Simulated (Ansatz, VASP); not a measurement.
# Cross-check of AlN between VASP and Ansatz

Aim: how closely do two programs agree when they are given the same cell, functional and k mesh? Of the first pair: The structure shown is the start of the Ansatz relaxation below; VASP solves that cell, so the two are compared at the walk's first step.

Program: Ansatz 0.2.0. Level of theory: plane waves, with VASP 6.6.1 beside it; single point at r2SCAN. Results are calculated unless marked as measured.

### 1. The structure

The structure is hexagonal, space group P6_3mc (No. 186). Conventional cell: a = 3.010 Å, b = 3.010 Å, c = 4.824 Å, α = 90.00°, β = 90.00°, γ = 120.00°. Nearest to Al lie 4 N at 1.83 to 1.84 Å. N has 4 Al at 1.83 to 1.84 Å nearest. Farther neighbours and most contacts between anions are not listed.

### 2. Ansatz: relaxation, r2SCAN

Ansatz runs on its PAW soft_1 files.

The two programs are compared at the cell with which this relaxation starts, whose forces are those of its first step.

Input file input.yaml:

```yaml
crystal:
  lattice:
    - [3.0104552563, 0.0, 0.0]
    - [-1.5052276282, 2.6071307289, 0.0]
    - [0.0, 0.0, 4.8236366169]
  atoms:
    - { symbol: Al, position: [0.3333333333, 0.6666666667, -0.0008294991] }
    - { symbol: Al, position: [0.6666666667, 0.3333333333, 0.4991705009] }
    - { symbol: "N", position: [0.3333333333, 0.6666666667, 0.3808294991] }
    - { symbol: "N", position: [0.6666666667, 0.3333333333, 0.8808294991] }
kpoints:
  mp_grid: { grid: [6, 6, 4] }
hamiltonian:
  xc: r2scan
  pseudopotentials: { kind: paw, azcp: { folder: soft_1 } }
scf:
  occupations: { method: gaussian, width: 0.02 }
output:
  forces: true
  stress: true
  eigenvalues: true
basis:
  ecutwfc: 600.0
relax:
  adjacent_minimum: "off"
  f_tol: 0.001
  max_steps: 60
  cell: { stress_tol: 0.02, fix: [volume] }
```

On the command line:

```console
$ ansatz run input.yaml --threads 4 --pin off --max-ram 9216MiB --backend cpu --events-out ev --progress --plain --runs-dir out
```

Numbers of over 12 decimals in the logs are rounded to 6 here.

Output:

```text
Engine: ansatz 0.2.0, x86_64-unknown-linux-gnu
Pseudopotentials: kind: paw
Pseudopotential: Al, paw, valence charge 3, recommended cutoff 500 eV (meta_gga), soft_1/Al.paw.azcp
Pseudopotential: N, paw, valence charge 5, recommended cutoff 500 eV (meta_gga), soft_1/N.paw.azcp
Functional definition: r2SCAN
  parameter k0 = 0.174
  parameter k1 = 0.065
  parameter a1 = 4.9479
  exchange = r2scan_x(k0 = k0, k1 = k1, a1 = a1)
  correlation = r2scan_c
Crystal: 4 atoms, lattice volume = 37.859 Å³
Basis set: ecut = 600 eV, 1243 PW (Γ), exchange–correlation on 100×100×160 points (64 copies of the dense FFT grid, shifted against one another)
Bands: 12, of which v1, the nominal top of the filled ones, is band 8 counted from 1 (7 counted from 0)
Symmetry: 12 space group operations
Space group: P63mc (ITA 186), of the structure as read, at distance tolerance 3.4e-5 Å
k-points: 21 of 144 (time reversal used)
Non-local potential: Al, projectors of the file, l = 0: 2, l = 1: 2, l = 2: 1
Non-local potential: N, projectors of the file, l = 0: 2, l = 1: 2, l = 2: 1
PAW form: soft (Blöchl's): semilocal exchange-correlation on the pseudo side does not see the compensation charge
PAW frozen core: Al, regenerated for the run's functional (the file was generated under x = pbe(κ = 0.804, μ = 0.219515), c = pbe(β = 0.066725))
PAW frozen core: N, regenerated for the run's functional (the file was generated under x = pbe(κ = 0.804, μ = 0.219515), c = pbe(β = 0.066725))
PAW one-centre angular grid: Al, 302 points (default); XC on 160 Gauss nodes
PAW one-centre angular grid: N, 302 points (default); XC on 160 Gauss nodes
Initial density: superposition of atomic densities (chi_scale 0.1, normalization cell, long waves kept (reshape's long-wave potential 0.00 eV rms))
Initial wavefunctions: pseudopotential atomic-orbital guess
Functional: x = r2scan, c = r2scan; τ floored in thin density (d = 2e-4 eV/Å³)
SCF iter   1: F=—  HF=-1859.106662 eV  |F-HF|=—  |Δ(HF+E_count)|=         —  Δρ=1.53e-1  dr2=1.02e1  dr2_τ=1.29e0  ethr=3.10e-3  ⟨swp⟩=6.2  Hψ=1660  notcnv=0
preconditioner: auto → none  [insulator: Δε(μ)=6.619 eV  Ē_g=16.075 eV  σ=0.020 eV  W_gap=1.00  n_scr=2 (ndim 8)  ℏωp=24.1 eV  f_vac=0.000  D(μ)=0.00/eV (n_scr^D=0)  ε∞_Penn≈3.3]
SCF iter   2: F=—  HF=-1856.703868 eV  |F-HF|=—  |Δ(HF+E_count)|=    2.40e0  Δρ=6.38e-2  dr2=6.87e-1  dr2_τ=3.98e-1  ethr=3.10e-3  ⟨swp⟩=3.1  Hψ=800  notcnv=0
SCF iter   3: F=—  HF=-1856.711879 eV  |F-HF|=—  |Δ(HF+E_count)|=   8.01e-3  Δρ=2.47e-2  dr2=1.17e-1  dr2_τ=7.70e-3  ethr=3.10e-3  ⟨swp⟩=2.7  Hψ=587  notcnv=0
SCF iter   4: F=—  HF=-1856.716958 eV  |F-HF|=—  |Δ(HF+E_count)|=   5.08e-3  Δρ=1.97e-3  dr2=9.26e-4  dr2_τ=7.91e-5  ethr=7.32e-4  ⟨swp⟩=2.9  Hψ=509  notcnv=0
SCF iter   5: F=—  HF=-1856.716883 eV  |F-HF|=—  |Δ(HF+E_count)|=   7.45e-5  Δρ=4.31e-4  dr2=7.51e-5  dr2_τ=2.39e-6  ethr=5.79e-6  ⟨swp⟩=2.7  Hψ=435  notcnv=0
SCF iter   6: F=—  HF=-1856.716866 eV  |F-HF|=—  |Δ(HF+E_count)|=   1.72e-5  Δρ=1.61e-5  dr2=4.94e-8  dr2_τ=7.85e-9  ethr=6.25e-10  ⟨swp⟩=5.1  Hψ=1623  notcnv=0
SCF iter   7: F=-1856.716866 eV  HF=-1856.716866 eV  |F-HF|=1.08e-9  |Δ(HF+E_count)|=   7.60e-8  Δρ=3.45e-6  dr2=4.00e-9  dr2_τ=1.50e-10  ethr=3.09e-10  ⟨swp⟩=2.0  Hψ=879  notcnv=0
SCF 1 converged in 7 iterations: F = -1856.716866 eV  dr2 = 4.00e-9
  greatest PAW one-centre occupation: 0.805 electrons in one spin orbital (limit 2), on the N atom at site 3 (counted from 0), in its partial waves of l = 0
relax step   1: F+E_penalty+E_count = -1856.71686609 eV  Δ(F+E_penalty+E_count) = +0.000e0 eV  max|allowed force component| = 4.488e-2 eV/Å  Δτ_max = 0.0000 Å  P = +23.820 GPa  Ω = 37.859 Å³  fix = [volume]  reactions: volume +23.820 GPa  (7 SCF iters, dr2 threshold 1.00e-7 eV, accepted)
[...]
relax step   2: F+E_penalty+E_count = -1856.71796958 eV  Δ(F+E_penalty+E_count) = -1.103e-3 eV  max|allowed force component| = 4.662e-2 eV/Å  Δτ_max = 0.0022 Å  P = +23.745 GPa  Ω = 37.859 Å³  energy of the carried Pulay correction = +4.097e-18 eV  fix = [volume]  reactions: volume +23.745 GPa  (3 SCF iters, dr2 threshold 4.00e-7 eV, accepted)
[...]
relax step   3: F+E_penalty+E_count = -1856.71840303 eV  Δ(F+E_penalty+E_count) = -4.334e-4 eV  max|allowed force component| = 2.604e-2 eV/Å  Δτ_max = 0.0027 Å  P = +23.659 GPa  Ω = 37.859 Å³  energy of the carried Pulay correction = +4.097e-18 eV  fix = [volume]  reactions: volume +23.659 GPa  (4 SCF iters, dr2 threshold 2.36e-7 eV, accepted)
[...]
relax step   4: F+E_penalty+E_count = -1856.71844514 eV  Δ(F+E_penalty+E_count) = -4.211e-5 eV  max|allowed force component| = 1.920e-4 eV/Å  Δτ_max = 0.0009 Å  P = +23.646 GPa  Ω = 37.859 Å³  energy of the carried Pulay correction = +4.097e-18 eV  fix = [volume]  reactions: volume +23.646 GPa  (3 SCF iters, dr2 threshold 1.03e-7 eV, accepted)
[...]
relax step   5: F+E_penalty+E_count = -1856.71844986 eV  Δ(F+E_penalty+E_count) = -4.722e-6 eV  max|allowed force component| = 3.734e-5 eV/Å  Δτ_max = 0.0000 Å  P = +23.646 GPa  Ω = 37.859 Å³  fix = [volume]  reactions: volume +23.646 GPa  stress off target by 3.99e-3 GPa on what of the cell is left free  SCF on the basis re-selected at this cell (its energy is not comparable with the rows above)  (5 SCF iters)
basis re-selected at this cell: Δ(F+E_penalty+E_count) = -4.722e-6 eV, ΔP = +0.000 GPa vs the last step (what re-selecting the basis moved, of the pressure what is left beyond the Pulay correction that the steps carried, after the strain that the cell walked since its last selection, with what the two solves' SCF thresholds leave and, on support functions, any second-order correction that the steps lacked; it is no m [...]
SCF converged after 5 iterations
Free energy (F): -1856.718450 eV
Harris-Foulkes:  -1856.718450 eV  (|F-HF|=2.27e-12)
Internal energy: -1856.718450 eV  (E = F + TS)
E sigma→0 (E₀):  -1856.718450 eV
Fermi energy:    10.885570 eV
--- Per-component energies (eV) ---
  E_band       = 36.442624
  E_kinetic    = 324.521399
  E_local      = -404.005167  (includes V_loc(G=0)·N_el)
  E_nonlocal   = 88.916554
  E_hartree    = 152.259374
  E_xc         = -195.312092
  E_vxc        = -239.347166  (∫ρ·V_xc dr)
  E_paw        = -1211.398343  (= ΣΔE_a)
  E_vpaw       = -50.807034  (= ΣTr[D̂ρ^β])
  E_aug_tail   = 0.000057  (compensation charges beyond the density's cutoff)
  E_vtau       = 12.645231  (kinetic-family band-sum trace: ∫τ·v_τ [+ j·A + Jᵃ·Aᵃ] dr)
  E_ewald      = -611.520887
  E_core_change = -0.179346  (= ΣΔE_core)
  E_smearing   = -0.000000  (= −TS)
  E_closure    = -0.000000  (closes the sum)
  Σ components = -1856.718450   (vs F -1856.718450, Δ=0.00e0)
--- Forces (eV/Å), atoms counted from 1 ---
  atom   1  Al    -0.00000000    -0.00000000    -0.00002700
  atom   2  Al     0.00000000     0.00000000    -0.00002700
  atom   3  N      0.00000000     0.00000000     0.00004769
  atom   4  N      0.00000000    -0.00000000     0.00004769
  max |Σ_I F_I| component: 4.14e-5 eV/Å
--- Stress (GPa, compression-positive) ---
       23.647842       0.000000      -0.000000
       -0.000000      23.647842      -0.000000
       -0.000000      -0.000000      23.641851
  P = ⅓ Tr σ = 23.6458 GPa (236.458 kbar)
--- Band table (eV; the first three rows and the last of 21) ---
  k-point 0: bands = [... 4 lower, 6.9779, 7.6847, 7.6847, 8.0346, 13.7365, 16.2963, 20.4727, 20.6276]
  k-point 1: bands = [... 4 lower, 7.0761, 7.0761, 7.5758, 7.5758, 14.6811, 16.4201, 20.0960, 20.5712]
  k-point 2: bands = [... 4 lower, 7.3205, 7.3205, 7.3205, 7.3205, 16.0550, 16.0550, 20.1600, 20.1600]
  k-point 20: bands = [... 4 lower, 3.6821, 3.6821, 7.1798, 7.1798, 16.5063, 16.5063, 17.2214, 17.2214]
--- Relaxed structure (4 steps of the walk, 4 accepted, 1 SCFs on fresh bases) ---
  F+E_penalty+E_count = -1856.71844986 eV   max|allowed force component| = 3.734e-5 eV/Å   (the final SCF, on the basis selected at the relaxed cell)
  cell:  # Å, volume = 37.8590 Å³
    - [3.018601, 2.894552582186798e-11, 0]
    - [-1.509300, 2.614185, 0]
    - [0, 0, 4.797639]
  atoms:
    - { symbol: Al, position: [0.333333, 0.666667, -0.00202762] }
    - { symbol: Al, position: [0.666667, 0.333333, 0.497972] }
    - { symbol: N, position: [0.333333, 0.666667, 0.382028] }
    - { symbol: N, position: [0.666667, 0.333333, 0.882028] }
```

Reading the cycles: dr2 is the Hartree energy of the density residual (eV), the measure of convergence; HF is the Harris–Foulkes estimate of the energy, which meets the free energy F at convergence.

### 3. VASP: single point, r2SCAN, start cell, pair 1

The same cell, functional, mesh and smearing now go to VASP, with its own data sets.

Lines of VASP's logs that name or quote its potential files are left out, and so is its time.

Input file INCAR:

```
SYSTEM = AlN
PREC = Accurate
ENCUT = 580
EDIFF = 1E-06
NELM = 120
ISMEAR = 0
SIGMA = 0.02
LREAL = .FALSE.
ALGO = Normal
METAGGA = R2SCAN
LASPH = .TRUE.
NBANDS = 14
LORBIT = 11
LWAVE = .FALSE.
LCHARG = .FALSE.
ISIF = 2
GGA_COMPAT = .FALSE.
EFERMI = MIDGAP
LMIXTAU = .TRUE.
KPAR = 2
```

Input file POSCAR:

```
AlN
1.0
    3.0104550000      0.0000000000      0.0000000000
   -1.5052280000      2.6071310000      0.0000000000
    0.0000000000      0.0000000000      4.8236370000
Al N
2 2
Direct
    0.3333333629      0.6666667774      0.9991704910
    0.6666666963      0.3333334440      0.4991704910
    0.3333333629      0.6666667774      0.3808293929
    0.6666666963      0.3333334440      0.8808293928
```

Input file KPOINTS:

```
Automatic mesh
0
Gamma
6 6 4
0 0 0
```

Potentials, in the order of the species: Al and N (PBE family, release 64).

On the command line:

```console
$ mpirun -np 2 vasp_std
```

Output:

```text
[banner, memory and clock lines left out]
running    2 mpi-ranks, on    1 nodes
 distrk:  each k-point on    1 cores,    2 groups
 distr:  one band on    1 cores,    1 groups

 POSCAR found type information on POSCAR AlN
 POSCAR found :  2 types and       4 ions
|                                                                             |
|               ----> ADVICE to this user running VASP <----                  |
|                                                                             |
|     You enforced a specific xc type in the INCAR file but a different       |
|     [... a line on the potential file left out ...]
|     I HOPE YOU KNOW WHAT YOU ARE DOING!                                     |
|                                                                             |

 LDA part: xc-table for (None), standard interpolation
 POSCAR, INCAR and KPOINTS ok, starting setup
 FFT: planning ... GRIDC
 FFT: planning ... GRID_SOFT
 FFT: planning ... GRID
 WAVECAR not read
 entering main loop
       N       E                     dE             d eps       ncg     rms          rms(c)
DAV:   1     0.468278709955E+02    0.46828E+02   -0.84556E+03   588   0.118E+03
DAV:   2    -0.427433205457E+02   -0.89571E+02   -0.82162E+02   800   0.241E+02
DAV:   3    -0.470675645575E+02   -0.43242E+01   -0.43077E+01   798   0.578E+01
DAV:   4    -0.470984020075E+02   -0.30837E-01   -0.30834E-01   660   0.524E+00
DAV:   5    -0.470987824106E+02   -0.38040E-03   -0.38037E-03   798   0.588E-01    0.135E+01
DAV:   6    -0.386332172402E+02    0.84656E+01   -0.11739E+01   726   0.264E+01    0.611E+00
DAV:   7    -0.376947540586E+02    0.93846E+00   -0.10566E+00   624   0.911E+00    0.328E+00
DAV:   8    -0.397426056674E+02   -0.20479E+01   -0.10779E+00   684   0.990E+00    0.239E+00
DAV:   9    -0.379616809164E+02    0.17809E+01   -0.82112E-01   594   0.927E+00    0.536E-01
DAV:  10    -0.380078637335E+02   -0.46183E-01   -0.75332E-02   636   0.286E+00    0.497E-01
DAV:  11    -0.380924476871E+02   -0.84584E-01   -0.12702E-02   654   0.108E+00    0.392E-01
DAV:  12    -0.381893804081E+02   -0.96933E-01   -0.18602E-02   588   0.132E+00    0.221E-01
DAV:  13    -0.381980456455E+02   -0.86652E-02   -0.61212E-03   720   0.691E-01    0.886E-02
DAV:  14    -0.381975803105E+02    0.46533E-03   -0.62321E-04   618   0.299E-01    0.764E-02
DAV:  15    -0.381985241176E+02   -0.94381E-03   -0.88589E-04   624   0.355E-01    0.422E-02
DAV:  16    -0.381989301369E+02   -0.40602E-03   -0.10333E-04   648   0.141E-01    0.246E-02
DAV:  17    -0.381989192298E+02    0.10907E-04   -0.13227E-05   750   0.422E-02    0.990E-03
DAV:  18    -0.381989228617E+02   -0.36319E-05   -0.24671E-06   604   0.162E-02    0.805E-03
DAV:  19    -0.381989116286E+02    0.11233E-04   -0.32261E-06   660   0.173E-02    0.622E-03
DAV:  20    -0.381989160090E+02   -0.43804E-05   -0.15153E-06   444   0.161E-02    0.194E-03
DAV:  21    -0.381989142212E+02    0.17878E-05   -0.11971E-07   324   0.333E-03    0.153E-03
DAV:  22    -0.381989148229E+02   -0.60171E-06   -0.53181E-08   330   0.234E-03
   1 F= -.38198915E+02 E0= -.38198915E+02  d E =0.000000E+00
```

Parts of OUTCAR (step 3):

```text
ion  position               nearest neighbor table
   1  0.333  0.667  0.999-   4 1.83   4 1.83   4 1.83   3 1.84   2 2.97   2 2.97   2 2.97   2 2.97
                             2 2.97   2 2.97
   2  0.667  0.333  0.499-   3 1.83   3 1.83   3 1.83   4 1.84   1 2.97   1 2.97   1 2.97   1 2.97
                             1 2.97   1 2.97
   3  0.333  0.667  0.381-   2 1.83   2 1.83   2 1.83   1 1.84
   4  0.667  0.333  0.881-   1 1.83   1 1.83   1 1.83   2 1.84

  LATTYP: Found a hexagonal cell.
 ALAT       =     3.0104550000
 C/A-ratio  =     1.6022950019

 Subroutine GETGRP returns: Found 12 space group operations
 (whereof  6 operations were pure point group operations)

The static configuration has the point symmetry C_3v.
 The point group associated with its full space group is C_6v.

 Found     21 irreducible k-points:

   k-points           NKPTS =     21   k-points in BZ     NKDIM =     21   number of bands    NBANDS=     14

   dimension x,y,z NGX =    24 NGY =   24 NGZ =   40
   dimension x,y,z NGXF=    48 NGYF=   48 NGZF=   80

   ENCUT  =  580.0 eV  42.63 Ry    6.53 a.u.   5.91  5.91  9.47*2*pi/ulx,y,z

   NELECT =      16.0000    total number of electrons

 k-points in reciprocal lattice and weights: Automatic mesh
   0.00000000  0.00000000  0.00000000       0.007
   0.16666667  0.00000000  0.00000000       0.042
   0.33333333  0.00000000  0.00000000       0.042
   0.50000000  0.00000000  0.00000000       0.021
   0.16666667  0.16666667  0.00000000       0.042
   0.33333333  0.16666667  0.00000000       0.083
   0.33333333  0.33333333  0.00000000       0.014
   0.00000000  0.00000000  0.25000000       0.014
   0.16666667  0.00000000  0.25000000       0.083
[...]
0.33333333  0.16666667  0.50000000       0.083
   0.33333333  0.33333333  0.50000000       0.014

 average (electrostatic) potential at core
       1 -73.1763       2 -73.1763       3 -61.6414       4 -61.6414

 E-fermi :   9.7330

 k-point     1 :       0.0000    0.0000    0.0000
  band No.  band energies     occupation
    ...
      4       5.9288      2.00000
      5       5.9288      2.00000
      6       6.6082      2.00000
      7       6.6082      2.00000
      8       6.8585      2.00000
      9      12.6803      0.00000
     10      15.2835      0.00000
     11      19.3127      0.00000
     12      19.6135      0.00000
     13      19.6135      0.00000
    ...

 k-point     2 :       0.1667    0.0000    0.0000
  band No.  band energies     occupation
    ...
      4       4.4287      2.00000
      5       5.3114      2.00000
      6       5.4974      2.00000
      7       6.5382      2.00000
      8       6.6779      2.00000
      9      13.9160      0.00000
     10      16.3051      0.00000
     11      17.3524      0.00000
     12      18.2783      0.00000
     13      20.7422      0.00000
    ...

 k-point     3 :       0.3333    0.0000    0.0000
  band No.  band energies     occupation
    ...
      4       2.1008      2.00000
      5       3.3319      2.00000
      6       4.8568      2.00000
      7       5.9313      2.00000
      8       6.2716      2.00000
      9      14.3277      0.00000
     10      14.5422      0.00000
     11      16.5382      0.00000
     12      18.9840      0.00000
     13      19.6812      0.00000
    ...

  Total        5.7423896      5.7423917      5.3357646     -0.0000011      0.0000000      0.0000000
  in kB      243.0153033    243.0153952    225.8071189     -0.0000466      0.0000000      0.0000000
  external PRESSURE =     237.2792725 kB  Pullay stress =       0.0000000 kB

  energy-cutoff  :      580.00
  volume of cell :       37.86
      direct lattice vectors                 reciprocal lattice vectors
     3.010455000  0.000000000  0.000000000     0.332175701  0.191781758  0.000000000
    -1.505228000  2.607131000  0.000000000     0.000000000  0.383563388  0.000000000
     0.000000000  0.000000000  4.823637000     0.000000000  0.000000000  0.207312449

 POSITION                                       TOTAL-FORCE (eV/Angst)
 -----------------------------------------------------------------------------------
     -0.00000      1.73809      4.81964        -0.000000      0.000000     -0.044493
      1.50523      0.86904      2.40782         0.000000     -0.000000     -0.044493
     -0.00000      1.73809      1.83698         0.000000      0.000000      0.044493
      1.50523      0.86904      4.24880        -0.000000      0.000000      0.044493
 -----------------------------------------------------------------------------------
    total drift:                                0.000050     -0.000266     -0.012294

  FREE ENERGIE OF THE ION-ELECTRON SYSTEM (eV)
  ---------------------------------------------------
  free  energy   TOTEN  =       -38.1989148229 eV

  energy  without entropy=      -38.1989148229  energy(sigma->0) =      -38.19891482

 total charge
# of ion       s       p       d       tot
------------------------------------------
    1        0.386   0.505   0.000   0.891
    2        0.386   0.505   0.000   0.891
    3        1.238   2.754   0.000   3.991
    4        1.238   2.754   0.000   3.991
--------------------------------------------------
tot          3.248   6.517   0.000   9.765

[... 3 further parts left out ...]
```

The run ends at a pressure of 23.73 GPa, with forces up to 0.044 eV/Å.

### 4. Side by side

Known differences besides the potentials themselves: VASP keeps PBE cores, Ansatz makes them for the functional; the cutoff is 600 eV in Ansatz and 580 eV in VASP. Total energies have different zeros and are not compared.

Forces (eV/Å; atoms numbered as in POSCAR):

```csv
atom,"Ansatz x, y, z","VASP x, y, z"
Al1,"0.000, 0.000, -0.045","0.000, 0.000, -0.044"
Al2,"0.000, 0.000, -0.045","0.000, 0.000, -0.044"
N3,"0.000, 0.000, 0.045","0.000, 0.000, 0.044"
N4,"0.000, 0.000, 0.045","0.000, 0.000, 0.044"
```

The forces differ by 0.2 meV/Å r.m.s., which is 0.9 % of the r.m.s. force of 0.026 eV/Å (both taken over all components).

### 5. Ansatz: relaxation, r2SCAN

This run makes the geometry at which the two programs are then compared.

The structure compared here is the end of the Ansatz relaxation.

input.yaml is that of step 2.

On the command line:

```console
$ ansatz run input.yaml --threads 4 --pin off --max-ram 9216MiB --backend cpu --events-out ev --progress --plain --runs-dir out
```

Output:

```text
[...]
Crystal: 4 atoms, lattice volume = 37.859 Å³
Basis set: ecut = 600 eV, 1243 PW (Γ), exchange–correlation on 100×100×160 points (64 copies of the dense FFT grid, shifted against one another)
Bands: 12, of which v1, the nominal top of the filled ones, is band 8 counted from 1 (7 counted from 0)
Symmetry: 12 space group operations
[...]
--- Relaxed structure (4 steps of the walk, 4 accepted, 1 SCFs on fresh bases) ---
[...]
cell:  # Å, volume = 37.8590 Å³
    - [3.018601, 2.894552582186798e-11, 0]
    - [-1.509300, 2.614185, 0]
    - [0, 0, 4.797639]
  atoms:
    - { symbol: Al, position: [0.333333, 0.666667, -0.00202762] }
    - { symbol: Al, position: [0.666667, 0.333333, 0.497972] }
    - { symbol: N, position: [0.333333, 0.666667, 0.382028] }
    - { symbol: N, position: [0.666667, 0.333333, 0.882028] }
[key lines of the parts left out:]
SCF converged after 5 iterations
Free energy (F): -1856.718450 eV
Fermi energy:    10.885570 eV
P = ⅓ Tr σ = 23.6458 GPa (236.458 kbar)
```

(Part 1 of 2 ends here.)

[Lines on the potential files, build, host, timing and source positions are cut from VASP's logs without a mark.]

[Logs are printed without paths, hosts, clocks, repeated set-up lines and the standing remarks that a program may print on its own settings, such as how far it seeks lower states.]

[Hosts, paths, dates, database ids (printed as entryN), source tags and the programs' standing remarks are cut or masked in the printed files.]
